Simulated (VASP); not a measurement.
# AlV2C with PBE + U: from relaxation to properties, part 2 of 10

What structure does AlV2C take at this level, and what are its properties? A warning ahead: between some runs the electronic state changes, as is said there, so values from before and after such a change belong to different solutions. The start is a computed cell from the Materials Project.

VASP 6.6.1; PBE, DFT+U (V d 4 eV), spin-polarised from a ferromagnetic start; plane waves and PAW (Al, V_sv, C).

So far: The starting structure; Full relaxation (PBE + U).

**2. Full relaxation (PBE + U) (continued)**

From OUTCAR (step 2):

```text
ion  position               nearest neighbor table
   1  0.333  0.667  0.250-   4 2.72   5 2.72   4 2.72   5 2.72   4 2.72   5 2.72
   2  0.667  0.333  0.750-   3 2.72   6 2.72   3 2.72   6 2.72   3 2.72   6 2.72
   3  0.333  0.667  0.586-   8 2.02   8 2.02   8 2.02   2 2.72   2 2.72   2 2.72   4 2.81   4 2.81
                             4 2.81
   4  0.667  0.333  0.414-   8 2.02   8 2.02   8 2.02   1 2.72   1 2.72   1 2.72   3 2.81   3 2.81
                             3 2.81
   5  0.667  0.333  0.086-   7 2.02   7 2.02   7 2.02   1 2.72   1 2.72   1 2.72   6 2.81   6 2.81
                             6 2.81
   6  0.333  0.667  0.914-   7 2.02   7 2.02   7 2.02   2 2.72   2 2.72   2 2.72   5 2.81   5 2.81
                             5 2.81
   7  0.000  0.000  0.000-   5 2.02   6 2.02   6 2.02   5 2.02   5 2.02   6 2.02
   8  0.000  0.000  0.500-   3 2.02   4 2.02   3 2.02   4 2.02   4 2.02   3 2.02

  LATTYP: Found a hexagonal cell.
 ALAT       =     2.8875990726
 C/A-ratio  =     4.5383111646

 Subroutine GETGRP returns: Found 24 space group operations
 (whereof 12 operations were pure point group operations)

The static configuration has the point symmetry D_3d.
 The point group associated with its full space group is D_6h.

 Found     20 irreducible k-points:

   k-points           NKPTS =     20   k-points in BZ     NKDIM =     20   number of bands    NBANDS=     50

   dimension x,y,z NGX =    24 NGY =   24 NGZ =   98
   dimension x,y,z NGXF=    48 NGYF=   48 NGZF=  196

   ENCUT  =  520.0 eV  38.22 Ry    6.18 a.u.   5.37  5.37 24.37*2*pi/ulx,y,z

   NELECT =      66.0000    total number of electrons

 k-points in reciprocal lattice and weights: Automatic mesh
   0.00000000  0.00000000  0.00000000       0.008
   0.12500000  0.00000000  0.00000000       0.047
   0.25000000  0.00000000  0.00000000       0.047
   0.37500000 -0.00000000  0.00000000       0.047
   0.50000000  0.00000000  0.00000000       0.023
   0.12500000  0.12500000  0.00000000       0.047
   0.25000000  0.12500000  0.00000000       0.094
   0.37500000  0.12500000  0.00000000       0.094
   0.25000000  0.25000000  0.00000000       0.047
[...]
0.25000000  0.25000000  0.50000000       0.047
   0.37500000  0.25000000  0.50000000       0.047

atom =   3  type =  2  l = 2

 onsite density matrix

spin component  1

  0.3076 -0.0000  0.0000 -0.1160 -0.0000
 -0.0000  0.5326  0.0000  0.0000 -0.1160
  0.0000  0.0000  0.2357  0.0000 -0.0000
 -0.1160  0.0000  0.0000  0.5326 -0.0000
 -0.0000 -0.1160 -0.0000 -0.0000  0.3076

spin component  2

  0.2392 -0.0000  0.0000 -0.0534 -0.0000
 -0.0000  0.2272  0.0000  0.0000 -0.0534
  0.0000  0.0000  0.1989  0.0000 -0.0000
 -0.0534  0.0000  0.0000  0.2272 -0.0000
 -0.0000 -0.0534 -0.0000 -0.0000  0.2392

 occupancies and eigenvectors

  o =  0.1795  v =  0.0000  0.0000  0.0000  0.0000  0.0000 -0.0000  0.7454  0.0000 -0.0000  0.6666      0.0000  0.0000  0.0000  0.0000  0.0000  0.0000  0.0000  0.0000  0.0000  0.0000
  o =  0.1795  v =  0.0000  0.0000  0.0000  0.0000  0.0000  0.6666  0.0000 -0.0000  0.7454  0.0000      0.0000  0.0000  0.0000  0.0000  0.0000  0.0000  0.0000  0.0000  0.0000  0.0000
  o =  0.1989  v =  0.0000  0.0000  0.0000  0.0000  0.0000 -0.0000  0.0000 -1.0000 -0.0000  0.0000      0.0000  0.0000  0.0000  0.0000  0.0000  0.0000  0.0000  0.0000  0.0000  0.0000
  o =  0.2357  v = -0.0000  0.0000  1.0000 -0.0000  0.0000  0.0000  0.0000  0.0000  0.0000  0.0000      0.0000  0.0000  0.0000  0.0000  0.0000  0.0000  0.0000  0.0000  0.0000  0.0000
  o =  0.2585  v =  0.0001  0.3898 -0.0000  0.0000  0.9209  0.0000  0.0000  0.0000  0.0000  0.0000      0.0000  0.0000  0.0000  0.0000  0.0000  0.0000  0.0000  0.0000  0.0000  0.0000
  o =  0.2585  v =  0.9209 -0.0000  0.0000  0.3898 -0.0001  0.0000  0.0000  0.0000  0.0000  0.0000      0.0000  0.0000  0.0000  0.0000  0.0000  0.0000  0.0000  0.0000  0.0000  0.0000
  o =  0.2869  v =  0.0000  0.0000  0.0000  0.0000  0.0000 -0.0000 -0.6666 -0.0000 -0.0000  0.7454      0.0000  0.0000  0.0000  0.0000  0.0000  0.0000  0.0000  0.0000  0.0000  0.0000
  o =  0.2869  v =  0.0000  0.0000  0.0000  0.0000  0.0000  0.7454 -0.0000  0.0000 -0.6666 -0.0000      0.0000  0.0000  0.0000  0.0000  0.0000  0.0000  0.0000  0.0000  0.0000  0.0000
  o =  0.5817  v = -0.0000 -0.9209 -0.0000  0.0000  0.3898  0.0000  0.0000  0.0000  0.0000  0.0000      0.0000  0.0000  0.0000  0.0000  0.0000  0.0000  0.0000  0.0000  0.0000  0.0000
  o =  0.5817  v = -0.3898  0.0000  0.0000  0.9209 -0.0000  0.0000  0.0000  0.0000  0.0000  0.0000      0.0000  0.0000  0.0000  0.0000  0.0000  0.0000  0.0000  0.0000  0.0000  0.0000

atom =   4  type =  2  l = 2

 onsite density matrix

spin component  1

  0.3076  0.0000  0.0000 -0.1160 -0.0000
  0.0000  0.5326  0.0000 -0.0000 -0.1160
  0.0000  0.0000  0.2357  0.0000 -0.0000
 -0.1160 -0.0000  0.0000  0.5326 -0.0000
 -0.0000 -0.1160 -0.0000 -0.0000  0.3076

spin component  2

  0.2392  0.0000  0.0000 -0.0534 -0.0000
  0.0000  0.2272  0.0000 -0.0000 -0.0534
  0.0000  0.0000  0.1989  0.0000 -0.0000
 -0.0534 -0.0000  0.0000  0.2272 -0.0000
 -0.0000 -0.0534 -0.0000 -0.0000  0.2392

 occupancies and eigenvectors

  o =  0.1795  v =  0.0000  0.0000  0.0000  0.0000  0.0000  0.0000  0.7454  0.0000 -0.0000  0.6666      0.0000  0.0000  0.0000  0.0000  0.0000  0.0000  0.0000  0.0000  0.0000  0.0000
  o =  0.1795  v =  0.0000  0.0000  0.0000  0.0000  0.0000 -0.6666  0.0000  0.0000 -0.7454 -0.0000      0.0000  0.0000  0.0000  0.0000  0.0000  0.0000  0.0000  0.0000  0.0000  0.0000
  o =  0.1989  v =  0.0000  0.0000  0.0000  0.0000  0.0000  0.0000 -0.0000  1.0000  0.0000 -0.0000      0.0000  0.0000  0.0000  0.0000  0.0000  0.0000  0.0000  0.0000  0.0000  0.0000
  o =  0.2357  v =  0.0000 -0.0000 -1.0000  0.0000 -0.0000  0.0000  0.0000  0.0000  0.0000  0.0000      0.0000  0.0000  0.0000  0.0000  0.0000  0.0000  0.0000  0.0000  0.0000  0.0000
  o =  0.2585  v =  0.0000 -0.3898  0.0000  0.0000 -0.9209  0.0000  0.0000  0.0000  0.0000  0.0000      0.0000  0.0000  0.0000  0.0000  0.0000  0.0000  0.0000  0.0000  0.0000  0.0000
  o =  0.2585  v =  0.9209  0.0000 -0.0000  0.3898  0.0000  0.0000  0.0000  0.0000  0.0000  0.0000      0.0000  0.0000  0.0000  0.0000  0.0000  0.0000  0.0000  0.0000  0.0000  0.0000
  o =  0.2869  v =  0.0000  0.0000  0.0000  0.0000  0.0000  0.0000 -0.6666 -0.0000 -0.0000  0.7454      0.0000  0.0000  0.0000  0.0000  0.0000  0.0000  0.0000  0.0000  0.0000  0.0000
  o =  0.2869  v =  0.0000  0.0000  0.0000  0.0000  0.0000 -0.7454  0.0000 -0.0000  0.6666  0.0000      0.0000  0.0000  0.0000  0.0000  0.0000  0.0000  0.0000  0.0000  0.0000  0.0000
[...]
0.1160 -0.0000 -0.0000  0.5326  0.0000
 -0.0000  0.1160 -0.0000  0.0000  0.3076

spin component  2

  0.2392  0.0000  0.0000  0.0534 -0.0000
  0.0000  0.2272 -0.0000 -0.0000  0.0534
  0.0000 -0.0000  0.1989 -0.0000 -0.0000
  0.0534 -0.0000 -0.0000  0.2272  0.0000
 -0.0000  0.0534 -0.0000  0.0000  0.2392

 occupancies and eigenvectors

  o =  0.1795  v =  0.0000  0.0000  0.0000  0.0000  0.0000 -0.0000  0.7454 -0.0000  0.0000 -0.6666      0.0000  0.0000  0.0000  0.0000  0.0000  0.0000  0.0000  0.0000  0.0000  0.0000
  o =  0.1795  v =  0.0000  0.0000  0.0000  0.0000  0.0000 -0.6666 -0.0000  0.0000  0.7454  0.0000      0.0000  0.0000  0.0000  0.0000  0.0000  0.0000  0.0000  0.0000  0.0000  0.0000
  o =  0.1989  v =  0.0000  0.0000  0.0000  0.0000  0.0000 -0.0000 -0.0000 -1.0000  0.0000  0.0000      0.0000  0.0000  0.0000  0.0000  0.0000  0.0000  0.0000  0.0000  0.0000  0.0000
  o =  0.2357  v = -0.0000 -0.0000  1.0000  0.0000  0.0000  0.0000  0.0000  0.0000  0.0000  0.0000      0.0000  0.0000  0.0000  0.0000  0.0000  0.0000  0.0000  0.0000  0.0000  0.0000
  o =  0.2585  v = -0.0001  0.3898  0.0000  0.0000 -0.9209  0.0000  0.0000  0.0000  0.0000  0.0000      0.0000  0.0000  0.0000  0.0000  0.0000  0.0000  0.0000  0.0000  0.0000  0.0000
  o =  0.2585  v =  0.9209  0.0000  0.0000 -0.3898 -0.0001  0.0000  0.0000  0.0000  0.0000  0.0000      0.0000  0.0000  0.0000  0.0000  0.0000  0.0000  0.0000  0.0000  0.0000  0.0000
  o =  0.2869  v =  0.0000  0.0000  0.0000  0.0000  0.0000 -0.0000 -0.6666  0.0000 -0.0000 -0.7454      0.0000  0.0000  0.0000  0.0000  0.0000  0.0000  0.0000  0.0000  0.0000  0.0000
  o =  0.2869  v =  0.0000  0.0000  0.0000  0.0000  0.0000 -0.7454  0.0000 -0.0000 -0.6666  0.0000      0.0000  0.0000  0.0000  0.0000  0.0000  0.0000  0.0000  0.0000  0.0000  0.0000
  o =  0.5817  v = -0.0000 -0.9209  0.0000 -0.0000 -0.3898  0.0000  0.0000  0.0000  0.0000  0.0000      0.0000  0.0000  0.0000  0.0000  0.0000  0.0000  0.0000  0.0000  0.0000  0.0000
  o =  0.5817  v = -0.3898  0.0000 -0.0000 -0.9209  0.0000  0.0000  0.0000  0.0000  0.0000  0.0000      0.0000  0.0000  0.0000  0.0000  0.0000  0.0000  0.0000  0.0000  0.0000  0.0000

 average (electrostatic) potential at core
       1 -70.7698       2 -70.7698       3 -72.0899       4 -72.0899       5 -72.0899
       6 -72.0899       7 -45.5322       8 -45.5322

 E-fermi :   9.2604

 spin component 1
 k-point     1 :       0.0000    0.0000    0.0000
  band No.  band energies     occupation
    ...
     34       9.0328      1.00000
     35       9.0568      1.00000
     36       9.0568      1.00000
     37       9.0734      1.00000
     38       9.0734      1.00000
     39      10.1041      0.00000
     40      10.1041      0.00000
     41      10.1609      0.00000
     42      10.1609      0.00000
     43      12.4152      0.00000
    ...

 k-point     2 :       0.1250    0.0000    0.0000
  band No.  band energies     occupation
    ...
     32       8.5263      1.00000
     33       8.6249      1.00000
     34       8.6919      1.00000
     35       8.9441      1.00000
     36       9.1071      0.99999
     37       9.2767      0.32281
     38       9.2945      0.16706
     39      10.1347      0.00000
     40      10.1828      0.00000
     41      10.1997      0.00000
    ...

 k-point     3 :       0.2500    0.0000    0.0000
  band No.  band energies     occupation
    ...
     30       7.9217      1.00000
     31       8.0978      1.00000
     32       8.1730      1.00000
     33       8.5674      1.00000
     34       8.6409      1.00000
     35       9.4556      0.00000
     36       9.5400      0.00000
     37       9.8859      0.00000
     38       9.9082      0.00000
     39      10.2541      0.00000
    ...

 k-point     4 :       0.3750   -0.0000    0.0000
  band No.  band energies     occupation
    ...
     30       7.2417      1.00000
     31       7.3630      1.00000
     32       7.4336      1.00000
     33       8.7884      1.00000
     34       8.8900      1.00000
     35       9.9097      0.00000
     36      10.1388      0.00000
     37      10.5904      0.00000
     38      10.6176      0.00000
     39      10.6729      0.00000
    ...

 k-point     5 :       0.5000    0.0000    0.0000
  band No.  band energies     occupation
    ...
     30       7.0821      1.00000
     31       7.0918      1.00000
     32       7.1174      1.00000
     33       8.8696      1.00000
     34       8.9859      1.00000
     35      10.0513      0.00000
     36      10.4778      0.00000
     37      10.8671      0.00000
     38      10.8983      0.00000
     39      11.0492      0.00000
    ...

 k-point     6 :       0.1250    0.1250    0.0000
  band No.  band energies     occupation
    ...
     30       8.1268      1.00000
     31       8.1715      1.00000
     32       8.3326      1.00000
     33       8.3347      1.00000
     34       8.5043      1.00000
     35       9.3193      0.04780
     36       9.4795      0.00000
     37       9.6891      0.00000
     38       9.7472      0.00000
     39      10.1461      0.00000
    ...

  Total        0.0533559      0.0533559      0.0135966      0.0000000      0.0000000      0.0000000
  in kB        0.8514209      0.8514209      0.2169661      0.0000000      0.0000000      0.0000000
  external PRESSURE =       0.6399359 kB  Pullay stress =       0.0000000 kB

  energy-cutoff  :      520.00
  volume of cell :      100.40
      direct lattice vectors                 reciprocal lattice vectors
     2.973939455  0.000000000  0.000000000     0.336254324  0.194136524 -0.000000000
    -1.486969728  2.575507117 -0.000000000     0.000000000  0.388273049 -0.000000000
     0.000000000  0.000000000 13.108528501    -0.000000000  0.000000000  0.076286213

 POSITION                                       TOTAL-FORCE (eV/Angst)
 -----------------------------------------------------------------------------------
     -0.00000      1.71700      3.27713         0.000000     -0.000000      0.000000
      1.48697      0.85850      9.83140         0.000000     -0.000000      0.000000
     -0.00000      1.71700      7.68978        -0.000000     -0.000000      0.008827
      1.48697      0.85850      5.41875        -0.000000      0.000000     -0.008827
      1.48697      0.85850      1.13551        -0.000000     -0.000000      0.008827
     -0.00000      1.71700     11.97302         0.000000      0.000000     -0.008827
     -1.48697      2.57551     13.10853         0.000000     -0.000000      0.000000
     -1.48697      2.57551      6.55426         0.000000     -0.000000      0.000000
 -----------------------------------------------------------------------------------
    total drift:                               -0.000020      0.000011     -0.000001

  FREE ENERGIE OF THE ION-ELECTRON SYSTEM (eV)
  ---------------------------------------------------
  free  energy   TOTEN  =       -49.3594231488 eV

  energy  without entropy=      -49.3547680167  energy(sigma->0) =      -49.35709558

 reached required accuracy - stopping structural energy minimisation

 total charge
# of ion       s       p       d       tot
------------------------------------------
    1        0.420   0.384   0.000   0.804
    2        0.420   0.384   0.000   0.804
    3        2.264   6.271   3.016  11.552
    4        2.264   6.271   3.016  11.552
    5        2.264   6.271   3.016  11.552
    6        2.264   6.271   3.016  11.552
    7        0.892   1.553   0.000   2.444
    8        0.892   1.553   0.000   2.444
--------------------------------------------------
tot         11.681  28.959  12.065  52.705

 magnetization (x)
# of ion       s       p       d       tot
------------------------------------------
    1       -0.022  -0.028   0.000  -0.049
    2       -0.022  -0.028   0.000  -0.049
    3        0.002  -0.002   0.782   0.782
    4        0.002  -0.002   0.782   0.782
    5        0.002  -0.002   0.782   0.782
    6        0.002  -0.002   0.782   0.782
    7       -0.022  -0.130   0.000  -0.152
    8       -0.022  -0.130   0.000  -0.152
--------------------------------------------------
tot         -0.080  -0.322   3.130   2.727

[... 6 further parts left out ...]
```

CONTCAR:

```
AlV2C
   1.00000000000000
     2.9739394551632512    0.0000000000000000    0.0000000000000000
    -1.4869697275816256    2.5755071174707944   -0.0000000000000000
     0.0000000000000000    0.0000000000000000   13.1085285010933070
  Al              V               C
     2     4     2
Direct
     0.3333333300000021    0.6666666699999979    0.2500000000000000
     0.6666666699999979    0.3333333300000021    0.7500000000000000
     0.3333333300000021    0.6666666699999979    0.5866239443123147
     0.6666666699999979    0.3333333300000021    0.4133760556876853
     0.6666666699999979    0.3333333300000021    0.0866239443123148
     0.3333333300000021    0.6666666699999979    0.9133760556876853
     0.0000000000000000    1.0000000000000000    1.0000000000000000
     0.0000000000000000    1.0000000000000000    0.5000000000000000
```

The magnetic state follows from one typed start and may not be the lowest. The k-mesh is coarse for a metal. A U on the itinerant d states of such a compound is hard to justify; it moves the bands at the Fermi level and favours large moments. The run keeps the 24 symmetry operations of its start, so it cannot find a distortion of lower symmetry.

Relaxation path:

```csv
step,energy less that of the first step (eV),largest force (eV/Å),pressure (GPa),volume (Å³)
1,0.0000,0.5980,10.39,94.63
2,-0.0162,1.0227,-9.25,105.53
3,-0.2089,0.3165,-0.31,100.15
4,-0.2092,0.2828,0.23,99.92
5,-0.2363,0.0585,-0.52,100.70
6,-0.2381,0.0073,-0.36,100.94
7,-0.2376,0.0030,-0.62,100.91
8,-0.2377,0.0203,-0.52,100.84
9,-0.2375,0.0021,-0.65,100.89
10,-0.2380,0.0787,0.50,100.20
11,-0.2385,0.0475,0.02,100.47
12,-0.2388,0.0088,0.06,100.40
```

```csv
"conventional cell, symmetrised",before,after,change
a (Å),2.888,2.974,+3.0 %
b (Å),2.888,2.974,+3.0 %
c (Å),13.105,13.109,+0.0 %
volume (Å³/atom),11.83,12.55,+6.1 %
```

The relaxed structure:

```xyz
8
Lattice="2.9739 0.0000 0.0000 -1.4870 2.5755 0.0000 0.0000 0.0000 13.1085" Properties=species:S:1:pos:R:3 pbc="T T T"
Al    0.0000    1.7170    3.2771
Al    1.4870    0.8585    9.8314
V     0.0000    1.7170    7.6898
V     1.4870    0.8585    5.4188
V     1.4870    0.8585    1.1355
V     0.0000    1.7170   11.9730
C     0.0000    0.0000    0.0000
C     0.0000    0.0000    6.5543
```

This step gave:

```
electrons                                         : 66
bands                                             : 50
irreducible k-points                              : 20
symmetry operations                               : 24
free energy (TOTEN)                               : -49.36 eV
energy at zero smearing                           : -49.36 eV
Fermi energy                                      : 9.260 eV
pressure                                          : 0.06399 GPa
moment of the cell, from the last line of the log : 2.582 μB
metallic, judged on the points sampled            : yes
SCF cycles over all ionic steps                   : 304
```

Spin moment in the PAW sphere by atom:

```csv
atom,spin moment in the PAW sphere (μB)
Al1,-0.049
Al2,-0.049
V3,0.782
V4,0.782
V5,0.782
V6,0.782
C7,-0.152
C8,-0.152
```

It ends with a largest force of 0.009 eV/Å and a pressure of 0.06 GPa.

[end of part 2 of 10]

[Lines on the potential files, build, host, timing and source positions are cut from VASP's logs without a mark.]

[Logs are printed without paths, hosts, clocks, repeated set-up lines and the standing remarks that a program may print on its own settings, such as how far it seeks lower states.]

[Hosts, paths, dates, database ids (printed as entryN), source tags and the programs' standing remarks are cut or masked in the printed files.]

[A measured line is paired with the nearest computed mode of its activity, which favours agreement.]

[In band tables of VASP the shares of atoms and orbitals are scaled to a sum of 1 inside the atoms' spheres.]
